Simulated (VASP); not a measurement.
Data:

```
MoSe
1.0
    2.10457    -5.56140     0.00000
    2.10457     5.56140     0.00000
    0.00000     0.00000     4.14752
Se Mo
2 2
Cartesian
  2.15525  -0.69639   1.07660
  2.06973   0.77356   3.22979
  2.13995  -4.02898   0.94053
  2.05334   3.95181   3.04811
```

Level of theory: PBE GGA, VASP's PBE PAW potentials (set 64) (plane waves; VASP). Settings: 300 eV cut-off, 3×3×3 Γ-centred mesh, Gaussian smearing of 0.27 eV, potentials Se Mo_sv.

At this cut-off the stress carries a Pulay error, which pulls relaxed volumes low.

Question: What does the run give for the energy per atom (σ→0), pressure, largest force, band gap (on the k-mesh) with the smallest direct gap where there is one?

Answer: 
band gap (on the k-mesh): none (metal, semimetal or under 0.01 eV)
energy per atom (σ→0): -513.4 kJ/mol of atoms
pressure: -15.65 GPa
largest force: 0.07864 Ha/bohr

Total energies compare only between runs with the same potentials, cut-off and functional.

The structure was generated: MoSe was put into an ordered model structure, which need not be its known phase. The cell was not relaxed at this level, atoms are displaced from their ideal sites. The k-mesh is coarse (spacing up to 0.53 per Å, 2π included), so the numbers may not be converged in it. VASP warned that the highest band is occupied, so more bands are needed.
